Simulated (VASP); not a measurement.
Input:

```xyz
3
Lattice="1.8358 -3.1797 0.0000 1.8358 3.1797 0.0000 0.0000 0.0000 5.1041" Properties=species:S:1:pos:R:3 pbc="T T T"
Se     0.4978     0.8623     3.4027
Se     2.6759     0.0000     0.0000
Se     0.4978    -0.8623     1.7014
```

These are r2SCAN meta-GGA, VASP's PBE PAW potentials (set 64) (plane waves; VASP) values and carry that method's errors. Run with 480 eV cut-off, 6×6×4 Γ-centred mesh, Gaussian smearing of 0.050 eV, potentials Se.

### Question
Estimate the energy per atom (σ→0), pressure, band gap (on the k-mesh) with the smallest direct gap where there is one.

### Answer

* **band gap (on the k-mesh)**: 0.14 eV
* **smallest direct gap (on the k-mesh)**: 0.14 eV
* **energy per atom (σ→0)**: -14.051 eV/atom
* **pressure**: 14.97 GPa

The absolute energy has meaning only against runs of the same code, potentials and settings.

The compound is Se in the trig structure. It was relaxed first under an external pressure of 15 GPa.
